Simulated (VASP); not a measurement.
An input for Quantum ESPRESSO's pw.x (written as the equivalent of a VASP run, and not itself run):

```
&CONTROL
  calculation = 'scf'
  pseudo_dir = './pseudo'
  outdir = './out'
  tprnfor = .true.
  tstress = .true.
/
&SYSTEM
  ibrav = 0
  nat = 2
  ntyp = 2
  ecutwfc = 58
  occupations = 'tetrahedra'
  input_dft = 'vdw-df-ob86'
/
&ELECTRONS
  conv_thr = 7.3e-09
  electron_maxstep = 100
/
ATOMIC_SPECIES
  Cs 132.905 Cs.upf
  Cl 35.450 Cl.upf
CELL_PARAMETERS angstrom
     4.0905083    0.0000000    0.0000000
     0.0000000    4.0905083    0.0000000
     0.0000000    0.0000000    4.0905083
ATOMIC_POSITIONS crystal
  Cs   0.0000000  0.0000000  0.0000000
  Cl   0.5000000  0.5000000  0.5000000
K_POINTS automatic
  7 7 7 0 0 0
```

### Question
Write the VASP files for the same calculation (optB86b-vdW).

### Answer
One answer among several that fit: 
File KPOINTS:
```
Automatic mesh
0
G
 7 7 7
0 0 0
```

File POSCAR:
```
CsCl
4.0905080
  1.0000000659   0.0000000000   0.0000000000
  0.0000000000   1.0000000659   0.0000000000
  0.0000000000   0.0000000000   1.0000000659
Cs Cl
1 1
Cart
  0.0000000000   0.0000000000   0.0000000000
  0.5000000329   0.5000000329   0.5000000329
```

**INCAR**
```
! general
SYSTEM   = CsCl
PREC     = Accurate
ENCUT    = 520
LREAL    = .False.
LASPH    = .True.

! electronic loop
EDIFF    = 1E-7
NELM     = 100
ALGO     = Normal
LMAXMIX  = 4

! smearing
ISMEAR   = -5

! functional
GGA      = MK
LUSE_VDW = .True.
AGGAC    = 0.0
PARAM1   = 0.1234
PARAM2   = 1.0

! ions
ISIF     = 2

! output
LWAVE    = .False.
LCHARG   = .True.
LORBIT   = 11
NEDOS    = 601
```

POTCAR, in this order: Cs_sv Cl (PBE.64 set). Program: vasp_std.

The two are equivalent in intent, not identical: the potentials are each code's own (VASP's PAW set, PseudoDojo norm-conserving files in pw.x), so ENCUT and ecutwfc are chosen apart and not converted; conv_thr bounds pw.x's estimated SCF error, while EDIFF bounds the energy change between steps.

The compound is CsCl in the CsCl type structure. It was relaxed first.
